**Q:** I work with germanium layers and need to know how hard the crystal pushes back when it is squeezed. You have PBE pressures for a set of cell volumes. Can I use them as they stand?

**A:** That depends on which quantity you take from them. Each row is the same diamond-type crystal, scaled uniformly. The volume is the space per atom and the shortest distance is the bond length. A positive pressure means that the cell has to be held compressed, a negative one that it has to be held stretched.

Diamond-type germanium at fixed cell volumes, computed with VASP 6.6.1 and the PBE functional, without dispersion correction, spin polarisation or spin-orbit coupling. The runs use PAW potentials with four valence electrons per atom, a 520 eV cutoff, a 10 × 10 × 10 k mesh for the two-atom cell and Gaussian smearing of 0.02 eV. Pressure is positive in compression.

| volume (Å³/atom) | shortest distance (Å) | pressure (GPa) |
| --- | --- | --- |
| 21.987 | 2.426 | 6.970 |
| 22.712 | 2.453 | 4.210 |
| 23.436 | 2.478 | 1.940 |
| 24.161 | 2.504 | 0.000 |
| 24.886 | 2.528 | -1.630 |
| 25.611 | 2.553 | -3.000 |
| 26.336 | 2.577 | -4.120 |

**Q:** The pressure passes through zero at 24.16 Å³ per atom. Is that the size of a real germanium crystal?

**A:** No, and this is the first failure. Real germanium takes up roughly 23 Å³ per atom, a recalled value good to two figures, so the computed crystal is about 5 percent too large; the rounding allows anything from 3 to 7 percent. In bond length the excess is only a few hundredths of an Å, which is easy to overlook.

In pressure it is not. The two rows on either side of 23 Å³ carry 4.21 and 1.94 GPa, whereas a real crystal on a bench carries practically none. PBE treats the real crystal as a compressed one.

**Q:** The numbers look so orderly. Would a check of the calculation have caught this?

**A:** Not a check of the usual kind. Pressure is the rate at which the energy rises as the volume shrinks, so it can be worked out a second time from the energies of the same runs. The two routes agree within 0.05 GPa, and the energy is lowest in the row where the pressure vanishes.

That shows that the arithmetic is sound. It does not show that PBE is right, because energy and pressure come from the same approximation and share its error. To see the error you need something from outside, and a measured cell volume is the cheapest thing to bring.

**Q:** My volume falls between two rows. How do I get the pressure there?

**A:** Use the fact that a solid stiffens as it is compressed, because the repulsion between atoms grows faster than their attraction. The stiffness against uniform squeezing is the bulk modulus, $B=-V\,dP/dV$, where $P$ is the pressure and $V$ the volume. The simplest assumption is that it rises in proportion to pressure, $B=B_0+B'P$. Here $B_0$ is the modulus at zero pressure and $B'$ is the gain in modulus per unit of pressure.

Putting the two expressions together gives $dP/(B_0+B'P)=-dV/V$. Integrating from the zero-pressure volume $V_0$ leads to the Murnaghan equation,

$$P=\frac{B_0}{B'}\left[\left(\frac{V_0}{V}\right)^{B'}-1\right].$$

I took $V_0$ from the zero-pressure row and found the other two constants by least squares on all seven rows. The result is $B'=4.775$ and $B_0/B'=12.26$ GPa, and the curve follows every row to about 0.02 GPa. With a constant modulus instead, the best curve falls more than 1 GPa short in the smallest cell, so the stiffening is real within PBE.

**Q:** And at the volume of real germanium?

**A:** The volume ratio is $24.161/23=1.0505$. Raised to the power 4.775 it becomes 1.265, so $P=12.26\times0.265\approx3.2$ GPa. This is an interpolation between rows that were part of the fit. The weak point is the recalled volume: anything between 22.5 and 23.5 Å³ rounds to 23, and over that range the pressure runs from about 5 down to about 2 GPa.

**Q:** My handbook gives a bulk modulus of about 75 GPa. Does PBE get that right, at least?

**A:** At its own zero-pressure volume it gives 59 GPa, which is clearly too soft against a recalled value like yours. Before you count this as a second failure, ask at which volume the modulus was read. The PBE crystal at zero pressure is a swollen crystal, and a swollen crystal is soft.

At 23 Å³ the same curve gives $58.6+4.775\times3.25\approx74$ GPa. The rounding of the volume lets this lie anywhere from 67 to 82 GPa, so the close match with your handbook should not be pressed. Even the low end, though, is well above 59 GPa. At least about half of the softness is therefore the volume error showing itself a second time: that fits a PBE curve of about the right shape in the wrong position.

**Q:** Why does PBE put the curve in the wrong place?

**A:** The accepted explanation lies in how PBE treats density gradients. It lowers the exchange energy where the electron density varies strongly compared with its own size. Stretching the bonds thins out the density between the atoms and makes that relative variation larger, so PBE rewards expansion. The strength of the reward suits atoms and molecules and is too great for the gentler density variations in a solid, which leaves the bonds slightly too weak.

With one functional in the table, this remains an argument from theory. The calculation also keeps germanium's 3d electrons frozen in the core, and these rows can't tell how much of the excess volume comes from that. Thermal and zero-point motion are left out as well, but they would swell the computed crystal a little more and widen the disagreement.

**Q:** If only the position is wrong, I can correct for it. Is anything else affected? My layers have to be semiconductors.

**A:** This is where the second failure sits, and the pressure column gives no hint of it. In the same runs only the two smallest cells have a band gap. The other five, the zero-pressure crystal among them, have none, although real germanium is a semiconductor. The pressure runs smoothly through the change, because only a few electron states near the band edges are involved.

**Q:** How can a few percent of volume decide whether there is a gap?

**A:** Two sets of levels change places. They belong to the electron waves that repeat identically from cell to cell, the so-called Γ point. One is a single level in which the s orbitals of neighbouring atoms oppose each other, an antibonding state. The other is a set of three equal levels built from p orbitals that bond. Squeezing the crystal increases the overlap and pushes the antibonding level up relative to the bonding ones; expansion lets it sink.

The computed levels show this directly. In the 22.712 row the single level lies 0.03 eV above the threefold one, and in the 25.611 row it lies 1.02 eV below. A straight line in the logarithm of the volume through these two rows puts the crossing near 22.8 Å³. The line gives 0.32 eV for the smallest cell, which was not used to draw it. The levels computed at Γ in that cell lie 0.34 eV apart, which is also its direct gap, so the line passes a fair test.

**Q:** Why does the gap vanish, instead of closing and opening again on the other side?

**A:** Count the electrons. The cell has eight valence electrons, enough for four levels at Γ. In the normal order they fill one deep level and the threefold set, and the antibonding level stays empty above a gap. Once the antibonding level has sunk below, it takes two electrons, and four are left for a threefold set that could hold six. With spin-orbit coupling left out, as here, the cubic symmetry keeps those three levels equal in energy, so filled and empty states meet and no gap can open.

That count holds as long as no empty level elsewhere lies lower. In the 25.611 row one does: at the point called L, on the boundary of the range of electron waves, the lowest upper level has sunk below the threefold set. Electrons spill into it and the threefold set at Γ stands empty. The crystal is then a semimetal, still without a gap.

**Q:** Then I set the cell to the measured volume and the gap comes back?

**A:** Only part of what is missing comes back. By the same line, the antibonding level lies about 0.5 eV too low for any gap at the PBE volume. Each percent of extra volume costs about 0.09 eV, so going back to 23 Å³ recovers some 0.4 eV. The two sets of levels then almost coincide, whereas the real crystal has a direct gap of roughly 0.9 eV, again a recalled value.

About 1 eV is still missing, and the rounding of the volume changes that by only 0.2 eV or so either way. Spin-orbit coupling is absent from the calculation, but it would raise the top of the filled states and make the shortfall larger. Most of this remainder is expected to come from the functional itself, since freezing the 3d shell should shift the levels far less.

**Q:** What keeps it there when the volume is right?

**A:** A measured gap is the cost of taking an electron out of the crystal and putting one back in elsewhere. PBE levels are not built to give that cost. The exact potential jumps by a constant when an electron is added across the gap, and PBE has no such jump. That lack doesn't come from having the wrong volume, so correcting the volume can't remove it.

**Q:** The smallest cell does have a gap, 0.28 eV. Could I take that one as my model of germanium?

**A:** It would look like a semiconductor for the wrong reason. Its gap is there because the cell is squeezed by 7 GPa on PBE's own scale, and the squeeze hides the error in the levels without curing it. A gap by itself is no proof of a sound description; ask at what volume it was obtained.

**Q:** Would silicon give me the same trouble?

**A:** The same two errors, with a milder outcome. PBE also makes silicon somewhat too large and its gap too small, but the gap survives. In germanium the filled 3d shell screens the nucleus poorly, so the outer s electrons are held more tightly and the antibonding s level lies low, close to the threefold set. In silicon, which has no such shell, that level starts well above. How much harm the error does depends on how near the levels are to crossing.

**Q:** What should I do with these pressures, then?

**A:** For the pressure needed to squeeze germanium evenly from all sides, start at the measured volume and subtract the pressure that PBE gives there, or you will build in a few GPa that don't exist. The rows reach only a few percent below the measured volume, so stronger squeezing needs smaller cells to be computed. Counting from the computed zero at 24.16 Å³ also removes them, but it describes the swollen, softer crystal and so gives too little pressure. A layer pressed or stretched in one direction or in its plane needs a separate calculation. For the stiffness of the real crystal, take $-V\,dP/dV$ from the curve at the measured volume. For the gap, use the measured volume and a method that treats the levels better, such as a hybrid functional or GW, because no choice of volume makes the PBE levels trustworthy.
